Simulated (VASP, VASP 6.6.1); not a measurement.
# Notes on computing the lattice constant of silver with VASP

*A beginner's notebook, kept as written. Several of its settings and conclusions are unsound; a review follows at the end.*

## Experiment

The value I want to reproduce is the lattice constant of plain silver, a = 4.084 Å. It was measured by powder X-ray diffraction on a commercial spherical silver powder and comes from "Electronic Percolation Threshold of Self-Standing Ag-LaCoO3 Porous Electrodes for Practical Applications" (2019, PubMed Central 6696329). An ICSD card is cited beside the value. The values for silver inside the composite electrodes spread over roughly 0.005 Å, so the numbers move a little from sample to sample. The temperature is not given with the value.

| compared with | measured | source's wording or label | method |
| --- | --- | --- | --- |
| lattice constant a of the conventional cell (Å) | 4.084 | 0.4084 nm (a) | powder XRD |

Conditions are those given with the value in the passage it was taken from; "not stated" means there, and the paper may say more elsewhere.

## Plan

I want to let VASP relax the silver cell and compare the a that comes out with the powder value. The model is one silver atom in the face-centred cubic cell, starting from a published refinement with a = 4.086 Å, which is already 0.002 Å above the powder value. I will call it a success if I land within 0.01 Å, which is about twice the spread among the composites. I have no better reason for that number. My plan is to start with quick settings and change things only if the result looks wrong.

System: Ag, space group Fm-3m (Silver); Fm-3m (No. 225), 1 atom in the cell; conventional a = 4.086 A, from a published structure refinement (COD).

On the selection of runs and values: 5 further cited values are not listed: repeats, values quoted from earlier work, more than five for one quantity or six quantities, optical onsets of an indirect gap, modes that a denser mesh moves by over 3 %, or quantities that fewer than three runs give.

## 1. A quick first relaxation

I am using PBEsol because I have read that it was made for solids. To save time I set the cutoff to 200 eV and the precision to Low. With only one atom in the cell I do not see what could go wrong, and I expect a to stay close to where it starts.

**Run 1.** VASP 6.6.1: PBEsol; 200 eV, 18x18x18 k mesh; cell and atoms relaxed, PREC = Low.

Key lines of the input:
```
ALGO = Normal
EDIFF = 1E-06
EDIFFG = -0.006
ENCUT = 200
GGA = PS
IBRION = 2
ISIF = 3
ISMEAR = 1
NBANDS = 11
NELM = 60
NSW = 50
PREC = Low
SIGMA = 0.15
KPOINTS: Gamma, 18 18 18
PAW data sets: Ag (PBE 64)
```

Command:
```
mpirun -np 4 vasp_std
```

Selected lines of the output:
```
 reached required accuracy - stopping structural energy minimisation
  external PRESSURE =       0.5308665 kB  Pullay stress =       0.0000000 kB
```

Converged; 3.6 s on 4 cores of Intel Xeon 6975P-C (Granite Rapids), shared host.

| quantity | run 1 | measured | deviation |
| --- | --- | --- | --- |
| lattice constant a of the conventional cell (Å) | 3.894 | 4.084 | −0.190 (−4.7 %) |
| volume of the conventional cell (Å³) | 59.04 |  |  |
| space group at the end | Fm-3m |  |  |
| pressure left at the end (GPa) | 0.0531 |  |  |

The cell shrank to a = 3.894 Å, which is 0.190 Å below the powder value and far outside my 0.01 Å. VASP says it reached the required accuracy and the pressure left is only 0.0531 GPa, so I take the calculation itself to be fine. That leaves the functional, and it looks to me as if PBEsol pulls silver together much too strongly.

## 2. Changing the functional to PBE

I have read that PBE gives larger cells than PBEsol, which is the direction I need. The run is so short that I can afford 450 eV this time, and I leave the precision setting alone. I expect a to come out close to 4.08 Å.

**Run 2.** VASP 6.6.1: PBE; 450 eV, 18x18x18 k mesh; cell and atoms relaxed.

Key lines of the input, as changed from run 1:
```diff
- ENCUT = 200
- GGA = PS
+ ENCUT = 450
+ GGA = PE
- NELM = 60
+ NELM = 100
- PREC = Low
+ PREC = Accurate
```

Selected lines of the output:
```
 reached required accuracy - stopping structural energy minimisation
      direct lattice vectors                 reciprocal lattice vectors
    -0.000000000  2.072918219  2.072918219    -0.241205849  0.241205849  0.241205849
```

Converged; 7 s of wall time.

| quantity | run 2 | measured | deviation |
| --- | --- | --- | --- |
| lattice constant a of the conventional cell (Å) | 4.146 | 4.084 | +0.062 (+1.5 %) |
| volume of the conventional cell (Å³) | 71.26 |  |  |
| space group at the end | Fm-3m |  |  |
| pressure left at the end (GPa) | 0.0186 |  |  |

PBE gives a = 4.146 Å, now 0.062 Å too large. That is much nearer than the first run but still outside my 0.01 Å, and my guess of 4.08 Å was too low. I also have to correct my last note: the precision was set to Accurate for this run, not left at Low. The measured value lies between the two results, so I read this as PBEsol binding silver too strongly and PBE too weakly.

## 3. Trying r2SCAN

I want a functional that falls between the two, and r2SCAN is newer than both, so I hope it is simply better. I keep 450 eV and the same mesh because that run finished without trouble. I expect something around 4.09 Å, and if it comes out close I will use it.

**Run 3.** VASP 6.6.1: r2SCAN; 450 eV, 18x18x18 k mesh; cell and atoms relaxed, LASPH on.

Key lines of the input, as changed from run 2:
```diff
- GGA = PE
+ LASPH = .TRUE.
+ METAGGA = R2SCAN
```

Selected lines of the output:
```
 reached required accuracy - stopping structural energy minimisation
     0.000000000  2.052905601  2.052905601    -0.243557229  0.243557229  0.243557229
```

Converged; 32 s of wall time.

| quantity | run 3 | measured | deviation |
| --- | --- | --- | --- |
| lattice constant a of the conventional cell (Å) | 4.106 | 4.084 | +0.022 (+0.5 %) |
| volume of the conventional cell (Å³) | 69.21 |  |  |
| space group at the end | Fm-3m |  |  |
| pressure left at the end (GPa) | 0.0167 |  |  |

r2SCAN gives a = 4.106 Å, still 0.022 Å above the powder value. It does fall between the other two as I hoped, but it misses my 0.01 Å, so I cannot use it yet.

## 4. Adding a van der Waals term

The cell is still slightly too big, so I need something that pulls the atoms together. I have read that van der Waals corrections add attraction, and rVV10 can be switched on together with r2SCAN. I expect a to drop by about 0.02 Å, which would put it on the measured value, and then I would stop there.

**Run 4.** VASP 6.6.1: r2SCAN + rVV10; 450 eV, 18x18x18 k mesh; cell and atoms relaxed, relaxed twice, LASPH on.

Key lines of the input, as changed from run 3:
```diff
+ BPARAM = 11.95
+ CPARAM = 0.0093
+ IVDW_NL = 2
+ LUSE_VDW = .TRUE.
```

Selected lines of the output:
```
[second pass]
   3 F= -.21038333E+02 E0= -.21038368E+02  d E =0.159025E-05
 reached required accuracy - stopping structural energy minimisation
    -0.000000000  2.041483767  2.041483767    -0.244919900  0.244919900  0.244919900
```

Converged; 82 s of wall time (all steps together).

| quantity | run 4 | measured | deviation |
| --- | --- | --- | --- |
| lattice constant a of the conventional cell (Å) | 4.083 | 4.084 | −0.001 (−0.0 %) |
| volume of the conventional cell (Å³) | 68.07 |  |  |
| space group at the end | Fm-3m |  |  |
| pressure left at the end (GPa) | −0.0474 |  |  |

With rVV10 added, a comes out at 4.083 Å, only 0.001 Å below the powder value and well inside my 0.01 Å. The cell shrank by 0.023 Å compared with plain r2SCAN, almost exactly the drop I was hoping for. I take this to mean that the van der Waals attraction was the missing piece, and I will use this number and stop here.

## Summary of runs

| run | settings | lattice constant a of the conventional cell (Å) | deviation | cost |
| --- | --- | --- | --- | --- |
| 1 | PBEsol, 200 eV, PREC = Low | 3.894 | −0.190 (−4.7 %) | under 1 core-min |
| 2 | PBE, 450 eV | 4.146 | +0.062 (+1.5 %) | under 1 core-min |
| 3 | r2SCAN, 450 eV, LASPH on | 4.106 | +0.022 (+0.5 %) | 2.1 core-min |
| 4 | r2SCAN + rVV10, 450 eV, relaxed twice, LASPH on | 4.083 | −0.001 (−0.0 %) | 5.5 core-min |
|  | measured | 4.084 |  |  |

## Closing entry

I have a lattice constant for silver that I am happy with: 4.083 Å from r2SCAN with rVV10, against 4.084 Å from the powder. That meets my target of 0.01 Å, and none of the other three runs did. Plain r2SCAN came second at 4.106 Å, PBE was too large at 4.146 Å, and PBEsol was the worst by far at 3.894 Å.

What I take from this is that the choice of functional decides everything and that silver needs the van der Waals term. I have crossed PBEsol off my list for metals, since it missed by 0.190 Å even though the run converged without complaint. The cutoff does not seem to be something I need to worry about. Unless you object, I will use r2SCAN with rVV10 for the other metals as well, and I will put 4.083 Å in the group's table as the calculated value for silver.

## An expert's review

Further runs made for the review:

| reviewer's run | settings | lattice constant a of the conventional cell (Å) | deviation | cost |
| --- | --- | --- | --- | --- |
| R1 | PBEsol, 450 eV, relaxed twice | 4.053 | −0.031 (−0.8 %) | under 1 core-min |
| R2 | PBEsol, 600 eV, relaxed twice | 4.052 | −0.032 (−0.8 %) | under 1 core-min |
| R3 | PBEsol, 250 eV, relaxed twice | 4.021 | −0.063 (−1.6 %) | under 1 core-min |
| R4 | PBEsol + D3(BJ), 450 eV, relaxed twice | 3.993 | −0.091 (−2.2 %) | under 1 core-min |
|  | measured | 4.084 |  |  |

The plan names its source and sample properly, but the 0.01 Å target does not suit this comparison. The calculations have static nuclei, while the powder was presumably measured at room temperature. Thermal expansion and zero-point motion together enlarge silver's lattice constant by roughly 0.02 Å, twice the target. The starting cell was also the refined one stretched by 3 % in volume, which does no harm.

Run 1 contains the serious mistake. A cutoff of 200 eV with low precision is too poor for relaxing a cell, even with one atom in it. The sign was a collapse to 3.894 Å where little change was expected. "Reached required accuracy" and a small remaining pressure show only that the relaxation finished within its poor basis; they do not test that basis. With PBEsol at 450 eV I get 4.053 Å (R1), and 600 eV changes this by only 0.001 Å (R2). Even 250 eV leaves the cell 0.032 Å smaller than in R1 (R3). The sound calculation also costs under one core-minute, so nothing was saved.

Run 2 changed functional, cutoff and precision together, so its difference from run 1 cannot be credited to the functional. The author rightly corrected the note about precision. PBE does make silver too large, but run 1 says nothing about how strongly PBEsol binds. R1 is only 0.031 Å below the powder value, and much of that is the missing thermal and zero-point expansion.

Run 3 is a reasonable calculation, with LASPH rightly switched on. r2SCAN does fall between PBEsol and PBE, also when R1 replaces run 1. Being newer, however, is no evidence of being better.

In run 4 the van der Waals term was chosen because it would shrink the cell, and the work stopped once the number fitted. The term does improve r2SCAN here, but agreement within 0.001 Å is chance: allowing for thermal and zero-point effects, the result is roughly 0.02 Å too large. Nor does it show that silver needs such a term whatever the functional. Adding D3(BJ), a different correction, to PBEsol shrinks the cell to 3.993 Å and worsens the agreement (R4).

The closing entry therefore needs correcting. The functional does not decide everything: poor settings moved PBEsol by 0.159 Å, more than the 0.093 Å between PBE and sound PBEsol. The cutoff matters, and PBEsol should go back on the list. One metal cannot justify r2SCAN with rVV10 for the others. The 4.083 Å may enter the group's table only with its functional and "static lattice" beside it.

My verdict is that sound simulation reproduces silver's lattice constant to within about two per cent, depending on the functional. I would rely on R1, because its cutoff was tested. Once thermal and zero-point effects are allowed for, it lies within roughly 0.01 Å of the powder value. The remaining differences come mainly from the approximate functionals, and they give no reason to doubt the measurement.

[Logs are printed without paths, hosts, clocks, repeated set-up lines and the standing remarks that a program may print on its own settings, such as how far it seeks lower states.]

[The runs shown are a pick from a larger set of finished runs; failed, doubtful and other runs were left out of it ahead of writing. So were measured values far from every level or from commonly accepted values, and agreement can look better than it is. Lines of input and output are excerpts and may be shortened.]
